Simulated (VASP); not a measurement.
Energy against volume of La (dhcp). Calculation: PBE GGA with D3 dispersion (zero damping), VASP's PBE PAW potentials (set 64) (plane waves; VASP). Numerical set-up: 520 eV cut-off, 10×10×3 Γ-centred mesh, first-order Methfessel-Paxton smearing of 0.10 eV, potentials La.

Shape and ions are relaxed at each volume.

```json
[
 {"V (Å³/atom)": "33.310", "E (eV/atom)": "-5.22637"},
 {"V (Å³/atom)": "34.340", "E (eV/atom)": "-5.23067"},
 {"V (Å³/atom)": "35.371", "E (eV/atom)": "-5.22983"},
 {"V (Å³/atom)": "36.401", "E (eV/atom)": "-5.22446"}
]
```

Fit these four points and predict the energy of the run at 32.280 Å³/atom.

A cubic in V^(−2/3), the third-order Birch-Murnaghan form, passes through the four points with V0 = 34.67 Å³/atom and B0 = 26 GPa, and gives -5.2162 eV/atom there. The run gave -5.2166 eV/atom, -0.3 meV/atom from the fit; all five points give B0 = 26 GPa.

The compound is La in the dhcp structure. It was relaxed first, which changed the volume by -7 %.
